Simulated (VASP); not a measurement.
Pt:

```
Pt
1.0
     0.00000    1.96000    1.96000
     1.96000    0.00000    1.96000
     1.96000    1.96000    0.00000
Pt
1
Direct
  0.00000 0.00000 0.00000
```

The cell was built by a generator and needn't be a form met in nature.

| Quantity | Value |
| --- | --- |
| Program | VASP 6.6.1 |
| Task | relaxation of cell and atoms |
| Functional | PBE |
| Potentials or basis | VASP PAW PBE potentials, release 64 (Pt) |
| Cutoff | 600 eV |
| k mesh | 18 × 18 × 18 |
| Occupations | methfessel-paxton, width 0.1 eV |
| Spin | no spin polarisation |

At the start: pressure 9.9 GPa; volume 15.06 Å³/atom.

Task: How do energy, volume and symmetry change on relaxing?

Result: Over 4 steps the energy falls by 16.4 meV/atom and the volume is 15.61 Å³/atom (+3.7 %); space group Fm-3m (No. 225, to 0.05 Å).

Step by step:
```
step  energy change (eV)  largest force (eV/Å)  pressure (GPa)  volume (Å³)
   1              0.0000                0.0000            9.95        15.06
   2              0.0845                0.0000          -18.40        17.19
   3             -0.0164                0.0000           -0.32        15.63
   4             -0.0164                0.0000           -0.03        15.61
```

Final structure:
```
Pt
1.0
     0.00000    1.98377    1.98377
     1.98377    0.00000    1.98377
     1.98377    1.98377    0.00000
Pt
1
Direct
  0.00000 0.00000 0.00000
```
